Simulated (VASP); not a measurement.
An input for Quantum ESPRESSO's pw.x (written as the equivalent of a VASP run, and not itself run):

```
&CONTROL
  calculation = 'vc-relax'
  pseudo_dir = './pseudo'
  outdir = './out'
  tprnfor = .true.
  tstress = .true.
  nstep = 40
  forc_conv_thr = 0.00078
/
&SYSTEM
  ibrav = 0
  nat = 2
  ntyp = 2
  ecutwfc = 84
  occupations = 'smearing'
  smearing = 'methfessel-paxton'
  degauss = 0.00735
  input_dft = 'pbe'
/
&ELECTRONS
  conv_thr = 7.3e-08
  electron_maxstep = 100
/
&IONS
/
&CELL
  press = 300
/
ATOMIC_SPECIES
  Zr 91.224 Zr.upf
  N 14.007 N.upf
CELL_PARAMETERS angstrom
     0.0000000    2.2244291    2.2244291
     2.2244291   -0.0000000    2.2244291
     2.2244291    2.2244291    0.0000000
ATOMIC_POSITIONS crystal
  Zr   1.0000000  1.0000000  1.0000000
  N    0.5000000  0.5000000  0.5000000
K_POINTS automatic
  14 14 14 0 0 0
```

Problem. Translate this input to VASP (INCAR, KPOINTS, POSCAR, choice of POTCAR).

Solution. One answer among several that fit: 
POSCAR:
```
ZrN
1
    0.0000000000     2.2244290868     2.2244290868
    2.2244290868    -0.0000000000     2.2244290868
    2.2244290868     2.2244290868     0.0000000000
Zr N
1 1
Direct
  1.0000000000   1.0000000000   1.0000000000
  0.5000000000   0.5000000000   0.5000000000
```

INCAR:
```
! general
SYSTEM   =  ZrN
PREC     =  Accurate
ENCUT    =  620
LREAL    =  F
LASPH    =  T

! electronic loop
EDIFF    =  1E-6
NELM     =  100
ALGO     =  Normal
LMAXMIX  =  4

! smearing
ISMEAR   =  1
SIGMA    =  0.1

! functional
GGA      =  PE

! ions
IBRION   =  2
NSW      =  40
ISIF     =  3
EDIFFG   =  -0.02
PSTRESS  =  300

! output
LWAVE    =  F
LCHARG   =  F
```

### KPOINTS
```
Automatic mesh
0
Gamma
14 14 14
0 0 0
```

POTCAR, in this order: Zr_sv N (PBE.64 set). Program: vasp_std.

The two are equivalent in intent, not identical: the potentials are each code's own (VASP's PAW set, PseudoDojo norm-conserving files in pw.x), so ENCUT and ecutwfc are chosen apart and not converted; conv_thr bounds pw.x's estimated SCF error, while EDIFF bounds the energy change between steps; forc_conv_thr acts on force components and is met together with etot_conv_thr.

The compound is ZrN in the rock salt structure. It was relaxed first under an external pressure of 30 GPa.
